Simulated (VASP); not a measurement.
Write the native input for VASP 6.6.1 that does the following.

```
Task                   : single point
Functional             : PBEsol
Potentials or basis    : VASP PAW PBE potentials, release 64 (Au)
Cutoff                 : 520 eV
k mesh                 : 18 × 18 × 18
Occupations            : gaussian, width 0.5 eV
Spin                   : no spin polarisation
Further INCAR settings : ALGO = Fast; EDIFF = 1e-06; NBANDS = 12
```

The structure of Au lies in POSCAR:

```
Au
1.0
    0.0000000000      2.0409900000      2.0409900000
    2.0409900000      0.0000000000      2.0409900000
    2.0409900000      2.0409900000      0.0000000000
Au
1
Direct
    1.0000000000      0.0000000000      1.0000000000
```

One way to write it, as run:

INCAR

```
PREC     = Accurate       # precision mode
ENCUT    = 520            # plane-wave cutoff, eV
EDIFF    = 1E-6           # SCF threshold, eV
ISMEAR   = 0              # smearing method
SIGMA    = 0.5            # smearing width, eV
LREAL    = False          # projectors in reciprocal space
LASPH    = True           # aspherical terms in the spheres
NELM     = 80             # most SCF steps
ALGO     = Fast           # electronic algorithm
ISIF     = 2              # what is computed and relaxed
LWAVE    = False          # write WAVECAR
LCHARG   = True           # write CHGCAR
GGA      = PS             # functional
LELF     = True           # ELF
LVHAR    = True         
NBANDS   = 12             # bands
```

KPOINTS

```
Automatic mesh
0
Gamma
  18 18 18
```

Potentials or basis: VASP PAW PBE potentials, release 64 (Au).

The run is started by

```bash
$ cat potpaw_PBE.64/Au/POTCAR > POTCAR
$ mpirun -np 1 vasp_std > vasp.out
```

Results of the run:

```
Pressure               : 0.0 GPa
Band gap on the k mesh : none (metal or under the smearing width)
```

Caveat: the PAW data sets were made with another functional, which shifts forces and pressure a little.

Wall time 12 s on 1 thread of Intel(R) Xeon(R) 6975P-C (Granite Rapids) (shared host), peak memory 0.17 GiB.
